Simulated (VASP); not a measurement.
Output of a VASP run:

OSZICAR:
```
       N       E                     dE             d eps       ncg     rms          rms(c)
DAV:   1     0.106892679339E+03    0.10689E+03   -0.98177E+03  4376   0.154E+03
DAV:   2    -0.239030956940E+02   -0.13080E+03   -0.12730E+03  5023   0.379E+02
DAV:   3    -0.277680923642E+02   -0.38650E+01   -0.38378E+01  5263   0.603E+01
DAV:   4    -0.278049157931E+02   -0.36823E-01   -0.36811E-01  4811   0.632E+00
DAV:   5    -0.278052095800E+02   -0.29379E-03   -0.29371E-03  5098   0.584E-01    0.339E+01
DAV:   6    -0.248216694339E+02    0.29835E+01   -0.94758E+00  4943   0.316E+01    0.916E+00
DAV:   7    -0.247349380049E+02    0.86731E-01   -0.44690E-01  4543   0.616E+00    0.651E+00
DAV:   8    -0.247009814482E+02    0.33957E-01   -0.72395E-02  4823   0.235E+00    0.834E-01
DAV:   9    -0.246998152178E+02    0.11662E-02   -0.41364E-03  4703   0.474E-01    0.133E-01
DAV:  10    -0.246996714676E+02    0.14375E-03   -0.27490E-04  5103   0.230E-01    0.657E-02
DAV:  11    -0.246996702794E+02    0.11882E-05   -0.28231E-05  4788   0.457E-02    0.119E-02
DAV:  12    -0.246996694080E+02    0.87143E-06   -0.45734E-06  4703   0.185E-02    0.381E-03
DAV:  13    -0.246996694093E+02   -0.13456E-08   -0.96196E-08  2904   0.340E-03
   1 F= -.24699669E+02 E0= -.24699625E+02  d E =-.246997E+02
       N       E                     dE             d eps       ncg     rms          rms(c)
DAV:   1    -0.247007935283E+02   -0.11241E-02   -0.39196E-02  4388   0.237E+00    0.168E-01
DAV:   2    -0.246999206089E+02    0.87292E-03   -0.17233E-03  4613   0.417E-01    0.881E-02
DAV:   3    -0.246996245518E+02    0.29606E-03   -0.59804E-04  4693   0.226E-01    0.303E-02
DAV:   4    -0.246996206937E+02    0.38581E-05   -0.27247E-05  4813   0.513E-02    0.135E-02
DAV:   5    -0.246996200387E+02    0.65500E-06   -0.23401E-06  4648   0.148E-02    0.278E-03
DAV:   6    -0.246996199647E+02    0.73945E-07   -0.29175E-07  3981   0.542E-03
   2 F= -.24699620E+02 E0= -.24699579E+02  d E =0.494446E-04
       N       E                     dE             d eps       ncg     rms          rms(c)
DAV:   1    -0.247001135759E+02   -0.49354E-03   -0.12526E-02  4388   0.134E+00    0.952E-02
DAV:   2    -0.246998333324E+02    0.28024E-03   -0.55150E-04  4613   0.236E-01    0.498E-02
DAV:   3    -0.246997393077E+02    0.94025E-04   -0.18998E-04  4693   0.128E-01    0.174E-02
DAV:   4    -0.246997380202E+02    0.12875E-05   -0.87555E-06  4813   0.291E-02    0.769E-03
DAV:   5    -0.246997377825E+02    0.23761E-06   -0.75270E-07  4623   0.843E-03    0.159E-03
DAV:   6    -0.246997377520E+02    0.30495E-07   -0.85648E-08  2403   0.304E-03
   3 F= -.24699738E+02 E0= -.24699695E+02  d E =-.683427E-04
```

**OUTCAR**
```
------------------------ aborting loop because EDIFF is reached ----------------------------------------
  FORCE on cell =-STRESS in cart. coord.  units (eV):
  Direction    XX          YY          ZZ          XY          YZ          ZX
  --------------------------------------------------------------------------------------
  Total        0.0134434      0.0134434      0.0136598      0.0000000      0.0000000      0.0000000
  in kB        1.0568996      1.0568996      1.0739132      0.0000000      0.0000000      0.0000000
  external PRESSURE =       1.0625708 kB  Pullay stress =       0.0000000 kB
  volume of cell :       20.38
      direct lattice vectors                 reciprocal lattice vectors
     1.444607743 -2.502134082 -0.000000000     0.346114717 -0.199829419 -0.000000000
     1.444607743  2.502134082 -0.000000000     0.346114717  0.199829419 -0.000000000
     0.000000000 -0.000000000  2.819009592     0.000000000  0.000000000  0.354734515
 POSITION                                       TOTAL-FORCE (eV/Angst)
 -----------------------------------------------------------------------------------
      0.00000     -0.00000      0.00000        -0.000000     -0.000000      0.000000
      1.44461      0.83405      1.40950         0.000000      0.000000      0.000000
 -----------------------------------------------------------------------------------
    total drift:                                0.000000     -0.000370      0.000000
  FREE ENERGIE OF THE ION-ELECTRON SYSTEM (eV)
  ---------------------------------------------------
  free  energy   TOTEN  =       -24.6997377520 eV

  energy  without entropy=      -24.6996083571  energy(sigma->0) =      -24.69969462

 reached required accuracy - stopping structural energy minimisation
```
(Selected blocks of OUTCAR.)

File POSCAR:
```
WC
1
    1.4453144024    -2.5033580513     0.0000000000
    1.4453144024     2.5033580513     0.0000000000
    0.0000000000     0.0000000000     2.8162536642
W C
1 1
Direct
  0.0000000000   0.0000000000   0.0000000000
  0.3333330000   0.6666670000   0.5000000000
```

Problem. Write an INCAR and KPOINTS that could have produced this output.

Solution. One answer among several that fit: the input of the run itself, LDA (Ceperley-Alder, Perdew-Zunger), plane waves, VASP's LDA PAW potentials (set 64).

### KPOINTS
```
Automatic mesh
0
Gamma
14 14 13
```

**INCAR**
```
# general
SYSTEM   =  WC
PREC     =  Accurate
ENCUT    =  520
LREAL    =  .FALSE.
LASPH    =  .TRUE.

# electronic loop
EDIFF    =  1E-7
NELM     =  100
ALGO     =  Normal
LMAXMIX  =  6

# smearing
ISMEAR   =  1
SIGMA    =  0.1

# ions
IBRION   =  2
NSW      =  30
ISIF     =  4
EDIFFG   =  -0.01

# output
LWAVE    =  .FALSE.
LCHARG   =  .FALSE.
```

POTCAR, in this order: W_sv C (LDA.64 set). Program: vasp_std.

The compound is WC in the wc structure. This run relaxes it. Symmetry was kept, so distortions that lower it aren't found.
